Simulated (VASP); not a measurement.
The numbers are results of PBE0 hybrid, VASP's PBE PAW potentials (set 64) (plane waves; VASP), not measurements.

VASP ran on this input.

INCAR:
```
# general
SYSTEM  =CsCl
PREC    =Accurate
ENCUT   =300   # plane-wave cut-off (eV)
LREAL   =.FALSE.   # projection in real space or not
LASPH   =.TRUE.   # aspherical one-centre terms
ISYM    =3

# electronic loop
EDIFF   =1E-6   # SCF stop (eV)
NELM    =100
ALGO    =Normal   # blocked Davidson
LMAXMIX =4   # l cut-off of mixed one-centre charges

# smearing
ISMEAR  =0   # Gaussian
SIGMA   =0.02   # width (eV)

# functional
GGA     =PE
LHFCALC =.TRUE.
AEXX    =0.25
HFRCUT  =-1
PRECFOCK=Fast

# ions
ISIF    =2

# output
LWAVE   =.FALSE.
LCHARG  =.FALSE.
```

### POSCAR
```
CsCl
4.1780930
  1.0000000000   0.0000000000   0.0000000000
  0.0000000000   1.0000000000   0.0000000000
  0.0000000000   0.0000000000   1.0000000000
Cs Cl
1 1
Cart
  0.0000000000   0.0000000000   0.0000000000
  0.5000000000   0.5000000000   0.5000000000
```

**KPOINTS**
```
K-points
0
G
  6 6 6
```

POTCAR, in this order: Cs_sv Cl (PBE.64 set). Program: vasp_std.

Unless said otherwise, spin-orbit coupling is left out, though it shifts the bands of the heavy elements here.

Question: Predict the energy per atom (σ→0), band gap (on the k-mesh).

Answer: 
```json
{
 "energy per atom (σ→0)": "-4071 meV/atom",
 "band gap (on the k-mesh)": "7.11 eV"
}
```

OSZICAR:
```
...
DAV:  14    -0.814105840410E+01   -0.14922E-04   -0.37228E-05   588   0.500E-02    0.375E-02
DAV:  15    -0.814107105258E+01   -0.12648E-04   -0.15425E-05   576   0.328E-02    0.255E-02
DAV:  16    -0.814107909670E+01   -0.80441E-05   -0.64598E-06   576   0.217E-02    0.175E-02
DAV:  17    -0.814108371492E+01   -0.46182E-05   -0.28022E-06   568   0.145E-02    0.121E-02
DAV:  18    -0.814108623478E+01   -0.25199E-05   -0.11614E-06   412   0.975E-03    0.832E-03
DAV:  19    -0.814108756850E+01   -0.13337E-05   -0.67148E-07   376   0.723E-03    0.587E-03
DAV:  20    -0.814108828605E+01   -0.71755E-06   -0.28414E-07   328   0.453E-03
   1 F= -.81410883E+01 E0= -.81410883E+01  d E =-.242718E-34
```

The structure comes from a computed database's CsCl entry; how it stands against other phases isn't given here. The cell was not relaxed at this level.
